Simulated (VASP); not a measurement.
An input for Ansatz (written as the equivalent of a VASP run, and not itself run):

Ansatz 0.2 input:
```yaml
crystal:
  lattice:
    - [2.8446078, 0.0000000, 0.0000000]
    - [0.0000000, 2.8446078, 0.0000000]
    - [0.0000000, 0.0000000, 2.8446078]
  atoms:
    - { symbol: Ga, position: [0.5000000, 0.5000000, 0.5000000] }
    - { symbol: Co, position: [0.0000000, 0.0000000, 0.0000000] }
kpoints:
  mp_grid: { grid: [12, 12, 12] }
hamiltonian:
  xc: r2scan
  pseudopotentials: { kind: paw }
scf:
  occupations: { method: methfessel_paxton, width: 0.1 }
  max_iter: 100
relax:
  max_steps: 60
  f_tol: 0.01
  cell: {}
output: { forces: true, stress: true, eigenvalues: true }
```

Question: Translate this input to VASP (INCAR, KPOINTS, POSCAR, choice of POTCAR).

Answer: One answer among several that fit: 
File POSCAR:
```
CoGa
1
    2.8446078234    -0.0000000000    -0.0000000000
    0.0000000000     2.8446078234    -0.0000000000
   -0.0000000000     0.0000000000     2.8446078234
Ga Co
1 1
Direct
  0.5000000000   0.5000000000   0.5000000000
  0.0000000000   0.0000000000   0.0000000000
```

### KPOINTS
```
Automatic mesh
0
Gamma
12 12 12
0 0 0
```

**INCAR**
```
SYSTEM = CoGa
PREC = Accurate
ENCUT = 520
EDIFF = 1E-6
NELM = 100
ALGO = Normal
LREAL = .FALSE.
LASPH = .TRUE.
ISMEAR = 1
SIGMA = 0.1
METAGGA = R2SCAN
LMIXTAU = .TRUE.
LMAXMIX = 4
LWAVE = .FALSE.
LCHARG = .FALSE.
IBRION = 2
ISIF = 3
NSW = 60
EDIFFG = -0.01
```

POTCAR, in this order: Ga_d Co (PBE.64 set). Program: vasp_std.

Limits of the translation: each code has its own PAW files, so the cut-off isn't converted (ENCUT is set for VASP's; basis.ecutwfc is left out, and Ansatz then takes the one that its files recommend); Ansatz stops its SCF on the density residual and VASP on the energy change (EDIFF).

The compound is CoGa in the CsCl type structure. It was relaxed first. The start is the result of an earlier pass.
